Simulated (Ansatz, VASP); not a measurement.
# Al3BPN3 in two plane-wave programs, part 2 of 3

Aim: how closely do two programs agree when they are given the same cell, functional and k mesh? The cell is generated by rule, not measured, and may not be a known phase. The cell is taken from a series of runs on this material, whose earlier steps may have relaxed, scaled, displaced or heated it; both programs get it as it stands.

VASP 6.6.1 and Ansatz 0.2.0.

So far: Starting point; Ansatz: zone-centre phonons, PBEsol.

## (3) VASP: zone-centre phonons, PBEsol

Level of this step: PBEsol; plane waves and PAW (Al, B, N, P); invented cell (VASP).

The same cell, functional, mesh and smearing now go to VASP, with its own data sets.

Lines of VASP's logs that name or quote its potential files are left out, and so is its time.

File INCAR:

```
SYSTEM = Al3BPN3
PREC = Accurate
ENCUT = 600
EDIFF = 1E-08
NELM = 120
ISMEAR = 1
SIGMA = 0.15
LREAL = .FALSE.
ALGO = Normal
GGA = PS
NBANDS = 24
LORBIT = 11
LWAVE = .FALSE.
LCHARG = .FALSE.
ISIF = 2
IBRION = 8
LASPH = .TRUE.
GGA_COMPAT = .FALSE.
KPAR = 2
```

File POSCAR:

```
Al3BPN3
1.0
    2.2346791378      2.2346791378      0.0000000000
   -2.1392978811      2.1392978811      0.0000000000
    0.0000000000      0.0000000000      9.1284371173
Al B N P
3 1 3 1
Direct
    0.5000000000      0.5000000000      0.2798809581
    0.0000000000      0.0000000000      0.5158882914
    0.5000000000      0.5000000000      0.7559599116
    0.0000000000      0.0000000000      0.9635842929
    0.0000000000      0.5000000000      0.3922441351
    0.5000000000      0.0000000000      0.6325158272
    0.0000000000      0.5000000000      0.8712833514
    0.5000000000      0.0000000000      0.0886432325
```

File KPOINTS:

```
Automatic mesh
0
Gamma
12 12 4
0 0 0
```

PAW data sets: Al, B, N and P (PBE family, release 64).

The run is started by

```bash
$ mpirun -np 2 vasp_std
```

The log of the run:

```text
[banner, memory and clock lines left out]
running    2 mpi-ranks, on    1 nodes
 distrk:  each k-point on    1 cores,    2 groups
 distr:  one band on    1 cores,    1 groups

 POSCAR found type information on POSCAR AlB N P
 POSCAR found :  4 types and       8 ions
|                                                                             |
|               ----> ADVICE to this user running VASP <----                  |
|                                                                             |
|     You enforced a specific xc type in the INCAR file but a different       |
|     [... a line on the potential file left out ...]
|     I HOPE YOU KNOW WHAT YOU ARE DOING!                                     |
|                                                                             |

 LDA part: xc-table for (Slater+PW92), standard interpolation
 POSCAR, INCAR and KPOINTS ok, starting setup
 FFT: planning ... GRIDC
 FFT: planning ... GRID_SOFT
 FFT: planning ... GRID
 WAVECAR not read
 entering main loop
       N       E                     dE             d eps       ncg     rms          rms(c)
DAV:   1     0.117793366646E+03    0.11779E+03   -0.15724E+04  7056   0.133E+03
DAV:   2    -0.537039763527E+02   -0.17150E+03   -0.16108E+03  9368   0.246E+02
DAV:   3    -0.642120758177E+02   -0.10508E+02   -0.10383E+02  9352   0.652E+01
DAV:   4    -0.643402255268E+02   -0.12815E+00   -0.12804E+00  8736   0.790E+00
DAV:   5    -0.643422136506E+02   -0.19881E-02   -0.19876E-02  9488   0.961E-01    0.149E+01
DAV:   6    -0.582794334389E+02    0.60628E+01   -0.21933E+01  9232   0.282E+01    0.653E+00
DAV:   7    -0.582078440286E+02    0.71589E-01   -0.14444E+00  8232   0.734E+00    0.398E+00
DAV:   8    -0.581306370271E+02    0.77207E-01   -0.20818E-01  9256   0.290E+00    0.107E+00
DAV:   9    -0.581198870055E+02    0.10750E-01   -0.24387E-02  9408   0.115E+00    0.352E-01
DAV:  10    -0.581202580132E+02   -0.37101E-03   -0.57501E-03  8664   0.475E-01    0.161E-01
DAV:  11    -0.581203066632E+02   -0.48650E-04   -0.40231E-04  9296   0.137E-01    0.433E-02
DAV:  12    -0.581203059404E+02    0.72277E-06   -0.57975E-05  9160   0.537E-02    0.218E-02
DAV:  13    -0.581203048714E+02    0.10691E-05   -0.57382E-06  9416   0.193E-02    0.970E-03
DAV:  14    -0.581203045080E+02    0.36332E-06   -0.33739E-06  9000   0.111E-02    0.181E-03
DAV:  15    -0.581203044850E+02    0.22991E-07   -0.30709E-07  9496   0.455E-03    0.668E-04
DAV:  16    -0.581203044845E+02    0.52046E-09   -0.59590E-08  8800   0.146E-03
   1 F= -.58120304E+02 E0= -.58119956E+02  d E =-.104606E-02
 Linear response reoptimize wavefunctions to high precision
DAV:   1    -0.581203044805E+02    0.40238E-08   -0.60277E-09  8000   0.664E-04
DAV:   2    -0.581203044807E+02   -0.20259E-09   -0.17379E-09  5448   0.273E-04
DAV:   3    -0.581203044807E+02    0.20464E-11   -0.13102E-10  5376   0.945E-05
 Linear response DOF=          16
 Linear response progress:
  Degree of freedom:   1/ 16
       N       E                     dE             d eps       ncg     rms          rms(c)
RMM:   1    -0.650602624947E-02   -0.65060E-02    0.58305E-03 32231   0.604E-01
RMM:   2    -0.605310147736E-02    0.45292E-03   -0.49312E-04 22633   0.134E-01    0.824E-02
RMM:   3    -0.595355803329E-02    0.99543E-04   -0.11171E-04 23875   0.477E-02    0.447E-02
RMM:   4    -0.596626198796E-02   -0.12704E-04   -0.86256E-05 23373   0.418E-02    0.837E-03
RMM:   5    -0.595483034193E-02    0.11432E-04   -0.25244E-06 24322   0.868E-03    0.165E-03
RMM:   6    -0.595414927198E-02    0.68107E-06   -0.55209E-08 25082   0.143E-03    0.569E-04
RMM:   7    -0.595290805601E-02    0.12412E-05   -0.20427E-08 25001   0.629E-04    0.901E-05
RMM:   8    -0.595281944746E-02    0.88609E-07   -0.28151E-10 25461   0.115E-04    0.440E-05
RMM:   9    -0.595280207975E-02    0.17368E-07   -0.26162E-10 25840   0.482E-05    0.924E-06
RMM:  10    -0.595281020468E-02   -0.81249E-08   -0.33020E-11 25914   0.120E-05    0.354E-06
 first order change of Fermi-energy   0.69883E-04
 force on displaced ion       1 direction 1 : -12.323  -3.367  -0.001
 Linear response progress:
  Degree of freedom:   2/ 16
       N       E                     dE             d eps       ncg     rms          rms(c)
RMM:   1    -0.229006814862E-01   -0.22901E-01   -0.43294E-02 20373   0.815E-01
RMM:   2    -0.141854428546E-01    0.87152E-02   -0.20941E-03 11596   0.288E-01    0.158E-01
RMM:   3    -0.144259335478E-01   -0.24049E-03   -0.15785E-03 11375   0.157E-01    0.692E-02
RMM:   4    -0.143950018673E-01    0.30932E-04   -0.56332E-05 11972   0.370E-02    0.417E-02
RMM:   5    -0.144564500112E-01   -0.61448E-04   -0.24090E-05 12102   0.224E-02    0.688E-03
RMM:   6    -0.144648288529E-01   -0.83788E-05   -0.88211E-07 12603   0.488E-03    0.226E-03
RMM:   7    -0.144634307044E-01    0.13981E-05   -0.21402E-07 12349   0.245E-03    0.436E-04
[...]
RMM:  12    -0.238624130209E+00   -0.17260E-07   -0.13794E-08 23278   0.257E-05    0.255E-07
RMM:  13    -0.238624128098E+00    0.21106E-08   -0.73536E-09 18802   0.249E-05    0.507E-08
 first order change of Fermi-energy   0.68910E-04
 force on displaced ion       5 direction 1 : -16.896  -1.412  -0.004
 Linear response progress:
  Degree of freedom:  10/ 16
       N       E                     dE             d eps       ncg     rms          rms(c)
[...]
RMM:   2    -0.256688582081E+00    0.76756E-03   -0.55273E-03 11544   0.379E-01    0.181E-01
RMM:   3    -0.256688020254E+00    0.56183E-06   -0.25855E-03 12129   0.200E-01    0.827E-02
RMM:   4    -0.257788064500E+00   -0.11000E-02   -0.14923E-03 12510   0.136E-01    0.212E-02
RMM:   5    -0.257886960666E+00   -0.98896E-04   -0.18051E-05 12445   0.237E-02    0.103E-02
RMM:   6    -0.257942686656E+00   -0.55726E-04   -0.21015E-06 12471   0.730E-03    0.196E-03
RMM:   7    -0.257954064045E+00   -0.11377E-04   -0.10342E-07 13014   0.168E-03    0.805E-04
RMM:   8    -0.257946704022E+00    0.73600E-05   -0.23232E-08 12293   0.764E-04    0.200E-04
RMM:   9    -0.257948155006E+00   -0.14510E-05   -0.38155E-09 13087   0.202E-04    0.593E-05
RMM:  10    -0.257947965852E+00    0.18915E-06    0.37620E-09 12746   0.814E-05    0.150E-05
RMM:  11    -0.257947909945E+00    0.55908E-07    0.11449E-08 13209   0.332E-05    0.604E-06
RMM:  12    -0.257947975922E+00   -0.65978E-07   -0.54546E-09 13110   0.269E-05    0.130E-06
RMM:  13    -0.257947967960E+00    0.79620E-08   -0.28644E-09 11332   0.222E-05    0.472E-07
 first order change of Fermi-energy  -0.15863E+00
 force on displaced ion       6 direction 3 :   0.000  -0.000 -20.624
 Linear response progress:
  Degree of freedom:  13/ 16
       N       E                     dE             d eps       ncg     rms          rms(c)
RMM:   1    -0.233180788294E+00   -0.23318E+00    0.24789E-01 29756   0.263E+00
RMM:   2    -0.232053496600E+00    0.11273E-02   -0.69110E-03 22407   0.458E-01    0.179E-01
RMM:   3    -0.232782518338E+00   -0.72902E-03   -0.87833E-04 22618   0.145E-01    0.951E-02
RMM:   4    -0.234184342288E+00   -0.14018E-02   -0.76423E-04 23131   0.123E-01    0.217E-02
RMM:   5    -0.234107586641E+00    0.76756E-04   -0.24470E-05 24890   0.264E-02    0.241E-03
RMM:   6    -0.234123524490E+00   -0.15938E-04   -0.49041E-07 25746   0.336E-03    0.128E-03
RMM:   7    -0.234117603698E+00    0.59208E-05   -0.23260E-08 25341   0.102E-03    0.260E-04
RMM:   8    -0.234119476067E+00   -0.18724E-05   -0.45648E-10 25368   0.257E-04    0.681E-05
RMM:   9    -0.234119432787E+00    0.43280E-07   -0.18513E-09 25966   0.876E-05    0.153E-05
RMM:  10    -0.234119503651E+00   -0.70863E-07   -0.11553E-08 26356   0.344E-05    0.614E-06
RMM:  11    -0.234119499135E+00    0.45159E-08   -0.17399E-08 26612   0.248E-05    0.101E-06
 first order change of Fermi-energy   0.39003E-04
 force on displaced ion       7 direction 1 : -11.967  -7.508  -0.004
 Linear response progress:
  Degree of freedom:  14/ 16
       N       E                     dE             d eps       ncg     rms          rms(c)
RMM:   1    -0.255082691225E+00   -0.25508E+00    0.21492E-01 14227   0.259E+00
RMM:   2    -0.252445418600E+00    0.26373E-02   -0.64677E-03 11531   0.422E-01    0.156E-01
RMM:   3    -0.252760041456E+00   -0.31462E-03   -0.13766E-03 11903   0.160E-01    0.779E-02
RMM:   4    -0.253683277826E+00   -0.92324E-03   -0.84736E-04 12430   0.112E-01    0.216E-02
RMM:   5    -0.253737279161E+00   -0.54001E-04   -0.14320E-05 12416   0.217E-02    0.919E-03
RMM:   6    -0.253761031384E+00   -0.23752E-04   -0.99200E-07 12637   0.525E-03    0.227E-03
RMM:   7    -0.253759628031E+00    0.14034E-05   -0.49701E-08 12739   0.129E-03    0.720E-04
RMM:   8    -0.253755864260E+00    0.37638E-05   -0.14490E-08 12632   0.552E-04    0.186E-04
RMM:   9    -0.253756363722E+00   -0.49946E-06   -0.81782E-09 13088   0.143E-04    0.588E-05
RMM:  10    -0.253756441084E+00   -0.77362E-07   -0.25708E-09 12732   0.679E-05    0.142E-05
RMM:  11    -0.253756507569E+00   -0.66484E-07    0.20022E-09 13257   0.303E-05    0.650E-06
RMM:  12    -0.253756516060E+00   -0.84918E-08   -0.45819E-09 13211   0.248E-05    0.116E-06
 first order change of Fermi-energy   0.56549E+00
 force on displaced ion       7 direction 3 :  -0.000   0.000 -21.018
 Linear response progress:
  Degree of freedom:  15/ 16
       N       E                     dE             d eps       ncg     rms          rms(c)
RMM:   1    -0.469212697190E-01   -0.46921E-01   -0.11387E-02 33768   0.100E+00
RMM:   2    -0.441643051020E-01    0.27570E-02   -0.20526E-03 22443   0.208E-01    0.130E-01
RMM:   3    -0.443477989245E-01   -0.18349E-03   -0.18745E-04 23771   0.527E-02    0.702E-02
RMM:   4    -0.447190374124E-01   -0.37124E-03   -0.12549E-04 23666   0.408E-02    0.130E-02
RMM:   5    -0.446813557525E-01    0.37682E-04   -0.57168E-06 24782   0.956E-03    0.461E-03
RMM:   6    -0.446801140914E-01    0.12417E-05   -0.65589E-08 25287   0.130E-03    0.369E-03
RMM:   7    -0.446887166086E-01   -0.86025E-05   -0.10600E-07 25015   0.106E-03    0.416E-04
RMM:   8    -0.446877529274E-01    0.96368E-06   -0.54381E-09 25656   0.202E-04    0.159E-04
RMM:   9    -0.446872369580E-01    0.51597E-06   -0.12285E-08 26010   0.989E-05    0.206E-05
RMM:  10    -0.446872094181E-01    0.27540E-07   -0.30993E-08 26158   0.280E-05    0.103E-05
RMM:  11    -0.446871564595E-01    0.52959E-07   -0.30737E-08 26058   0.216E-05    0.138E-06
RMM:  12    -0.446871562218E-01    0.23775E-09   -0.33573E-08 22185   0.168E-05    0.902E-07
 first order change of Fermi-energy  -0.39217E-03
 force on displaced ion       8 direction 1 : -13.213  -3.764  -0.001
 Linear response progress:
  Degree of freedom:  16/ 16
       N       E                     dE             d eps       ncg     rms          rms(c)
RMM:   1    -0.796819696467E-01   -0.79682E-01    0.51276E-03 17483   0.115E+00
RMM:   2    -0.742074982751E-01    0.54745E-02   -0.26647E-03 11175   0.273E-01    0.192E-01
RMM:   3    -0.740082068841E-01    0.19929E-03   -0.19229E-03 11493   0.143E-01    0.690E-02
RMM:   4    -0.740374997634E-01   -0.29293E-04   -0.81741E-05 12172   0.393E-02    0.332E-02
RMM:   5    -0.740788311808E-01   -0.41331E-04   -0.88466E-06 12435   0.140E-02    0.129E-02
RMM:   6    -0.741077357599E-01   -0.28905E-04   -0.17469E-06 12399   0.604E-03    0.424E-03
RMM:   7    -0.741156250356E-01   -0.78893E-05   -0.72792E-08 12583   0.151E-03    0.103E-03
RMM:   8    -0.741150016878E-01    0.62335E-06   -0.81930E-09 12690   0.400E-04    0.250E-04
RMM:   9    -0.741153541188E-01   -0.35243E-06    0.79570E-09 13002   0.114E-04    0.642E-05
RMM:  10    -0.741152808773E-01    0.73242E-07    0.50278E-08 12868   0.538E-05    0.152E-05
RMM:  11    -0.741152719339E-01    0.89435E-08   -0.10918E-08 13116   0.222E-05    0.537E-06
 first order change of Fermi-energy  -0.16657E+00
 force on displaced ion       8 direction 3 :   0.000   0.000 -21.792
 Linear response finished
```

(Part 2 of 3 ends here.)

[Lines on the potential files, build, host, timing and source positions are cut from VASP's logs without a mark.]

[Logs are printed without paths, hosts, clocks, repeated set-up lines and the standing remarks that a program may print on its own settings, such as how far it seeks lower states.]

[Hosts, paths, dates, database ids (printed as entryN), source tags and the programs' standing remarks are cut or masked in the printed files.]
